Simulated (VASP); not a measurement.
Here is a VASP 6.6.1 calculation.

INCAR

```
SYSTEM = MgH16Cl2O8
PREC = Accurate
ENCUT = 520
EDIFF = 1E-6
ISMEAR = -1
SIGMA = 0.02
LREAL = Auto
LASPH = .TRUE.
NELM = 100
ALGO = Normal
ISIF = 2
LWAVE = .FALSE.
LCHARG = .FALSE.
GGA = PE
IVDW = 12
NBANDS = 59
```

Contents of KPOINTS:

```
regular mesh
0
G
  1 1 1
  0 0 0
```

File POSCAR:

```
MgH16Cl2O8
1.0
    6.7386640000      0.0000000000      0.0000000000
    0.0000000000      6.7386640000      0.0000000000
    0.0000000000      0.0000000000      6.7386640000
O H Mg Cl
8 16 1 2
Direct
    0.0089928805      0.7728089722      0.2739712204
    1.0737885136      0.4891177242      0.5617730755
    0.4388110165      0.3637813074      0.7919967519
    0.2754551941      0.9442227718      0.7989269090
    0.4027356164      0.4535913944      0.1933469305
    0.6725071913     -0.0694202887     -0.0366541498
    0.9305702139      0.0727740692      0.5685548352
    0.2985606643      0.1383657057      0.4223982677
   -0.1056589259      0.8181295283      0.3492086859
    0.1078106877      0.8631681295      0.3237288578
    0.9566881506      0.5200437357      0.6231947460
    1.0438567645      0.5196133833      0.4254997727
    0.4518106260      0.3944995625      0.9358234807
    0.5134548925      0.4659528951      0.7131235509
    0.3915761344      0.9224973971      0.8839882802
    0.3100614603      0.8688962679      0.6814703924
    0.2772953214      0.5108727783      0.1482638102
    0.4885834937      0.5587012500      0.2466364253
    0.7330978366      0.0653542008     -0.0305401783
    0.7647213157     -0.1617828104      0.0350069391
    0.8300755165     -0.0214730991      0.6267117636
    0.8533442237      0.1663386096      0.4871440392
    0.3374852938      0.2482391168      0.3353483717
    0.4182283016      0.0613771513      0.4368521713
    0.1692323582      0.2055006749      0.7026318570
    0.0011426597      0.2692818636      0.0268450838
    0.6112339182      0.7335578684      0.4889248076
```

Potentials or basis: VASP PAW PBE potentials, release 64 (O, H, Mg, Cl).

Run with:

```bash
$ cat potpaw_PBE.64/O/POTCAR potpaw_PBE.64/H/POTCAR potpaw_PBE.64/Mg/POTCAR potpaw_PBE.64/Cl/POTCAR > POTCAR
$ mpirun -np 1 vasp_gam > vasp.out
```

Problem. Predict the band gap on the k mesh.

Solution. 3.95 eV, direct.

Problem. Predict the pressure.

Solution. -0.1 GPa.

Problem. Predict the dispersion energy per atom.

Solution. -0.051 eV.

Stress tensor (GPa, compression positive):
```
 0.52 -0.64 -0.77
-0.64 -0.89  1.17
-0.77  1.17  0.22
```

A hybrid or GW would open this gap; PBE tends to underestimate it.
